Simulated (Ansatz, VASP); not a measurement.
# N: VASP beside Ansatz, part 2 of 2

Wanted: the spread between two codes on one cell, functional and k mesh. Of the first pair: The cell is taken from a series of runs on this material, whose earlier steps may have relaxed, scaled, displaced or heated it; both programs get it as it stands.

VASP 6.6.1 and Ansatz 0.2.0.

So far: The starting structure; Ansatz: relaxation of cell and atoms, LDA; VASP: relaxation of cell and atoms, LDA; Comparison; Ansatz: relaxation of cell and atoms, BLYP.

## (6) VASP: relaxation of cell and atoms, BLYP

Level of this step: BLYP; plane waves and PAW (N) (VASP).

Its own start cell and the same functional (in two slightly different forms), mesh and smearing now go to VASP, with its own data sets.

Input file INCAR:

```
SYSTEM = N
PREC = Accurate
ENCUT = 600
EDIFF = 1E-07
NELM = 120
ISMEAR = 1
SIGMA = 0.15
LREAL = .FALSE.
ALGO = Normal
GGA = B5
ALDAX = 1
AGGAX = 1
AGGAC = 1
ALDAC = 0
NBANDS = 11
LORBIT = 11
LWAVE = .FALSE.
LCHARG = .FALSE.
ISIF = 3
IBRION = 2
NSW = 80
EDIFFG = -0.005
LASPH = .TRUE.
GGA_COMPAT = .FALSE.
NELMIN = 4
KPAR = 2
```

Input file POSCAR:

```
N
1.0
    2.6521591258      0.0000000000      0.0000000000
   -1.3260795629      2.2968370710      0.0000000000
    0.0000000000      0.0000000000      2.5041550135
N
2
Direct
    0.6666666667      0.3333333333      0.2499998959
    0.3333333333      0.6666666667      0.7500001041
```

Input file KPOINTS:

```
Automatic mesh
0
Gamma
18 18 16
0 0 0
```

Potentials, in the order of the species: N (PBE family, release 64).

The run is started by

```sh
$ mpirun -np 2 vasp_std
```

Numbers of over 12 decimals in the logs are rounded to 6 here.

Log:

```text
[banner, memory and clock lines left out]
running    2 mpi-ranks, on    1 nodes
[...]
|                                                                             |
|               ----> ADVICE to this user running VASP <----                  |
|                                                                             |
|     You enforced a specific xc type in the INCAR file but a different       |
|     [... a line on the potential file left out ...]
|     I HOPE YOU KNOW WHAT YOU ARE DOING!                                     |
|                                                                             |

 LDA part: xc-table for (Slater(with rela. corr.)+VWN5), standard interpolation
 POSCAR, INCAR and KPOINTS ok, starting setup
[...]
entering main loop
       N       E                     dE             d eps       ncg     rms          rms(c)
DAV:   1     0.318793126366E+02    0.31879E+02   -0.64444E+03  7457   0.984E+02
DAV:   2    -0.721918071589E+01   -0.39098E+02   -0.37198E+02  9779   0.218E+02
DAV:   3    -0.841901143553E+01   -0.11998E+01   -0.11706E+01  8685   0.317E+01
DAV:   4    -0.842317725304E+01   -0.41658E-02   -0.41653E-02  8223   0.200E+00
[...]
DAV:   9    -0.842689221928E+01   -0.28220E-05   -0.77405E-06  8817   0.279E-02    0.883E-03
DAV:  10    -0.842689203189E+01    0.18739E-06   -0.12881E-06  8442   0.105E-02    0.158E-03
DAV:  11    -0.842689207271E+01   -0.40822E-07   -0.68888E-08  5730   0.256E-03
   1 F= -.84268921E+01 E0= -.84269258E+01  d E =-.842689E+01
[... from here on, the cycles between the ionic steps are left out ...]
   2 F= -.84269433E+01 E0= -.84269818E+01  d E =-.512502E-04
   3 F= -.84269470E+01 E0= -.84269845E+01  d E =-.549140E-04
   4 F= -.84269469E+01 E0= -.84269845E+01  d E =-.548099E-04
   5 F= -.84269491E+01 E0= -.84269848E+01  d E =-.226078E-05
 trial-energy change:   -0.000002  1 .order   -0.000003   -0.000007    0.000002
 step:   0.7852(harm=  0.7852)  dis= 0.00000  next Energy=    -8.426950 (dE=-0.275E-05)
 reached required accuracy - stopping structural energy minimisation
```

Parts of OUTCAR (step 6):

```text
  Total        0.0022940      0.0022940     -0.0019165      0.0000000     -0.0000000      0.0000000
  in kB        0.2416214      0.2416214     -0.2018609      0.0000000     -0.0000000      0.0000000
  external PRESSURE =       0.0937940 kB  Pullay stress =       0.0000000 kB

 POSITION                                       TOTAL-FORCE (eV/Angst)
 -----------------------------------------------------------------------------------
      1.32475      0.76484      0.62553        -0.000000      0.000000     -0.000000
     -0.00000      1.52969      1.87659         0.000000     -0.000000      0.000000
 -----------------------------------------------------------------------------------
    total drift:                               -0.000000     -0.000094     -0.000101

  FREE ENERGIE OF THE ION-ELECTRON SYSTEM (eV)
  ---------------------------------------------------
  free  energy   TOTEN  =        -8.4269491434 eV

  energy  without entropy=       -8.4270560299  energy(sigma->0) =       -8.42698477

[... 2 parts as in an earlier step ...]

[... 2 further parts left out ...]
[key lines of the parts left out:]
E-fermi :   5.5449
```

## (7) Side by side

What differs besides the data sets and the points named for the pairs above, as far as they apply: the cutoff is 1240 eV in Ansatz and 600 eV in VASP. Total energies have different zeros and are not compared.

Compared:

| quantity | Ansatz | VASP | difference |
| --- | --- | --- | --- |
| volume (Å³) | 15.34 | 15.21 | +0.83 % |
| edge a after relaxation, in the typed setting (Å) | 2.658 | 2.650 | +0.31 % |
| edge c after relaxation, in the typed setting (Å) | 2.507 | 2.502 | +0.21 % |

## (8) VASP: zone-centre phonons, LDA

Second derivatives magnify differences that forces hide, and they need a tight electronic threshold.

Input file INCAR:

```
SYSTEM = N
PREC = Accurate
ENCUT = 600
EDIFF = 1E-08
NELM = 120
ISMEAR = 1
SIGMA = 0.15
LREAL = .FALSE.
ALGO = Normal
GGA = CA
NBANDS = 11
LORBIT = 11
LWAVE = .FALSE.
LCHARG = .FALSE.
ISIF = 2
IBRION = 8
LASPH = .TRUE.
GGA_COMPAT = .FALSE.
KPAR = 2
```

Input file POSCAR:

```
N
1.0
    2.5127516196      0.0000000000      0.0000000000
   -1.2563758098      2.1761067360      0.0000000000
    0.0000000000      0.0000000000      2.4055387486
N
2
Direct
    0.6666666667      0.3333333333      0.2500000000
    0.3333333333      0.6666666667      0.7500000000
```

KPOINTS is that of step 6.

PAW data sets: N (LDA family, release 64).

The run is started by

```sh
$ mpirun -np 2 vasp_std
```

Log:

```text
[... set-up lines as in an earlier step ...]
 entering main loop
       N       E                     dE             d eps       ncg     rms          rms(c)
DAV:   1     0.245434469679E+02    0.24543E+02   -0.66359E+03  7474   0.999E+02
DAV:   2    -0.105466517186E+02   -0.35090E+02   -0.33360E+02  9667   0.175E+02
DAV:   3    -0.114076328605E+02   -0.86098E+00   -0.84388E+00  8589   0.235E+01
DAV:   4    -0.114094937803E+02   -0.18609E-02   -0.18608E-02  8145   0.127E+00
[...]
DAV:   9    -0.113971521100E+02   -0.10456E-05   -0.24266E-06  8310   0.159E-02    0.707E-03
DAV:  10    -0.113971522452E+02   -0.13516E-06   -0.35579E-07  8379   0.499E-03    0.911E-04
DAV:  11    -0.113971522361E+02    0.90618E-08   -0.16008E-08  5298   0.111E-03
   1 F= -.11397152E+02 E0= -.11397338E+02  d E =0.556080E-03
 Linear response reoptimize wavefunctions to high precision
DAV:   1    -0.113971522354E+02    0.77682E-09   -0.40353E-10  5358   0.231E-04
DAV:   2    -0.113971522354E+02   -0.36380E-11   -0.16586E-11  4227   0.456E-05
 Linear response DOF=           2
 Linear response progress:
[...]
RMM:  10    -0.196543835297E+00    0.55705E-07    0.10676E-08 51509   0.164E-05    0.168E-06
RMM:  11    -0.196543817565E+00    0.17732E-07    0.12714E-09 48145   0.149E-05    0.246E-07
RMM:  12    -0.196543818290E+00   -0.72522E-09    0.10177E-09 29229   0.138E-05    0.543E-08
 first order change of Fermi-energy  -0.64693E-04
 force on displaced ion       1 direction 1 :   5.113  -0.007   0.000
 Linear response progress:
  Degree of freedom:   2/  2
       N       E                     dE             d eps       ncg     rms          rms(c)
RMM:   1    -0.199798503152E+00   -0.19980E+00    0.61092E-02 22814   0.306E+00
RMM:   2    -0.200464067633E+00   -0.66556E-03    0.11054E-03 17895   0.453E-01    0.256E-01
RMM:   3    -0.199391822232E+00    0.10722E-02    0.23539E-04 19344   0.111E-01    0.119E-01
RMM:   4    -0.199087719215E+00    0.30410E-03    0.14983E-04 19595   0.664E-02    0.249E-02
[...]
RMM:   9    -0.199314854796E+00   -0.29990E-06   -0.14818E-07 19994   0.276E-05    0.723E-06
RMM:  10    -0.199314836278E+00    0.18517E-07   -0.11297E-07 18900   0.145E-05    0.222E-06
RMM:  11    -0.199314832845E+00    0.34336E-08   -0.86272E-08 16075   0.106E-05    0.173E-07
 first order change of Fermi-energy   0.34426E-03
 force on displaced ion       1 direction 3 :   0.000  -0.000  31.999
 Linear response finished
```

Parts of OUTCAR (step 8):

```text
  Total       -0.1032109     -0.1032109     -0.1175534     -0.0000000      0.0000000      0.0000000
  in kB      -12.5716994    -12.5716994    -14.3187022     -0.0000000      0.0000000      0.0000000
  external PRESSURE =     -13.1540337 kB  Pullay stress =       0.0000000 kB

 POSITION                                       TOTAL-FORCE (eV/Angst)
 -----------------------------------------------------------------------------------
      1.25638      0.72537      0.60138         0.000000      0.000000      0.000000
     -0.00000      1.45074      1.80415        -0.000000     -0.000000      0.000000
 -----------------------------------------------------------------------------------
    total drift:                               -0.000000      0.000000      0.000000

[... 1 part as in an earlier step ...]

[... 1 further part left out ...]
```

## (9) Ansatz: zone-centre phonons, LDA

The same cell, functional (in two slightly different forms), mesh and smearing now go to Ansatz, which takes its cutoff from its data sets.

The cell is taken from a series of runs on this material, whose earlier steps may have relaxed, scaled, displaced or heated it; both programs get it as it stands.

Input file input.yaml:

```yaml
crystal:
  lattice:
    - [2.5127516196, 0.0, 0.0]
    - [-1.2563758098, 2.176106736, 0.0]
    - [0.0, 0.0, 2.4055387486]
  atoms:
    - { symbol: "N", position: [0.6666666667, 0.3333333333, 0.25] }
    - { symbol: "N", position: [0.3333333333, 0.6666666667, 0.75] }
kpoints:
  mp_grid: { grid: [18, 18, 16] }
hamiltonian:
  xc: lda
  pseudopotentials: { kind: nc }
scf:
  occupations: { method: methfessel_paxton, width: 0.15 }
output:
  eigenvalues: true
phonons:
  method: dfpt
  qmesh: [2, 2, 2]
  temperatures: { t_max: 1000, t_step: 50 }
  qpath:
    path:
      - [[0.0, 0.0, 0.0], [0.5, 0.0, 0.0], [0.33333333, 0.33333333, 0.0], [0.0, 0.0, 0.0], [0.0, 0.0, 0.5], [0.5, 0.0, 0.5], [0.33333333, 0.33333333, 0.5], [0.0, 0.0, 0.5]]
      - [[0.5, 0.0, 0.5], [0.5, 0.0, 0.0]]
      - [[0.33333333, 0.33333333, 0.5], [0.33333333, 0.33333333, 0.0]]
    npoints: 10
```

The run is started by

```sh
$ ansatz run input.yaml --threads 4 --pin off --max-ram 7168MiB --backend cpu --events-out ev --progress --plain --runs-dir out
```

Log:

```text
[...]
Crystal: 2 atoms, lattice volume = 13.154 Å³
Basis set: ecut = 1142.878222 eV, 1141 PW (Γ), exchange–correlation on 60×60×60 points (8 copies of the dense FFT grid, shifted against one another)
Bands: 9, of which v1, the nominal top of the filled ones, is band 5 counted from 1 (4 counted from 0)
Symmetry: 24 space group operations
k-points: 333 of 5184
[...]
largest difference from the sums on the solved wave vectors: F 3.02e-2 eV, S 3.53e-5 and C_V 2.55e-5 eV/K
  zero-point energy: 0.072047 eV/cell   skipped modes (ω ≤ 0): 3529, of them read as no rigid motion or as one in doubt: 3526 (3.121e0 modes/cell left out, lowest -1112.19 cm⁻¹)   left out of the sums: 5.20e-1 of the cell's modes: C_V's classical limit lies that fraction below 3 k_B per atom; for a crystal, a wire or a layer, F and S can be off by more, and a phonons.interpolated_qmesh denser along its periods is the remedy for the sampling
[key lines of the parts left out:]
SCF converged after 7 iterations
Free energy (F): -557.145439 eV
Fermi energy:    10.522774 eV
```

## (10) Comparison

What differs besides the data sets and the points named for the pairs above, as far as they apply: VASP's run holds the zone centre alone; the cutoff is 1142.88 eV in Ansatz and 600 eV in VASP. Total energies have different zeros and are not compared.

Both answers:

| quantity | Ansatz | VASP | difference |
| --- | --- | --- | --- |
| optical mode 1 (imaginary, printed as negative) (cm⁻¹) | -1112.2 | -1114.9 | +2.7 |
| optical mode 2 to 3 (imaginary, printed as negative) (cm⁻¹) | -438.1 | -445.7 | +7.6 |

Modes are paired by rising frequency, not by their patterns, so a pair may set unlike modes beside each other; they are those without the splitting of longitudinal modes.

## (11) Summary of results

```json
{
  "difference in edge c after relaxation, in the typed setting (relaxation of cell and atoms, LDA)": "-0.037 %",
  "difference in volume (relaxation of cell and atoms, BLYP)": "0.83 %",
  "r.m.s. difference of the optical zone-centre modes, each program's sorted by frequency (zone-centre phonons, LDA)": "6.4 cm⁻¹"
}
```

The difference in volume is 0.83 % (relaxation of cell and atoms, BLYP), within the 1.2 % picked in this series as the mark of a large difference, as far as the stopping tolerances let one tell. 1 further run of this series is not shown here. How closely two codes agree says nothing of how well the functional describes the real material.

[Lines on the potential files, build, host, timing and source positions are cut from VASP's logs without a mark.]

[Logs are printed without paths, hosts, clocks, repeated set-up lines and the standing remarks that a program may print on its own settings, such as how far it seeks lower states.]

[Hosts, paths, dates, database ids (printed as entryN), source tags and the programs' standing remarks are cut or masked in the printed files.]
